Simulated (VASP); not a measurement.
Given:

```xyz
4
Lattice="0.0000 1.9639 1.9639 1.9639 0.0000 1.9639 7.9776 7.9776 -0.1221" Properties=species:S:1:pos:R:3 pbc="T T T"
Ir     2.0314     2.0314     3.8602
Ir     1.9269     1.9269     0.0370
Au     3.9458     3.9458    -0.0181
Au     7.9900     7.9900     3.7933
```

These are PBEsol GGA, VASP's PBE PAW potentials (set 64) (plane waves; VASP) values and carry that method's errors. Run with 400 eV cut-off, 15×15×4 Γ-centred mesh, tetrahedra with Blöchl corrections, potentials Ir Au.

The cores are frozen, which limits the accuracy of field gradients.

Problem. Give the principal components of the electric field gradient (V/Å²) and the asymmetry η at each nucleus.

Solution. 
```csv
atom,Vxx,Vyy,Vzz,η
Ir1,-0.1,-0.1,0.3,-
Ir2,-0.1,-0.1,0.3,-
Au3,-21.3,-21.3,42.5,0.00
Au4,-21.3,-21.3,42.5,0.00
```

The structure was generated: Au2Ir2 was put into an ordered model structure (R-3m), which need not be its known phase. It was relaxed first.
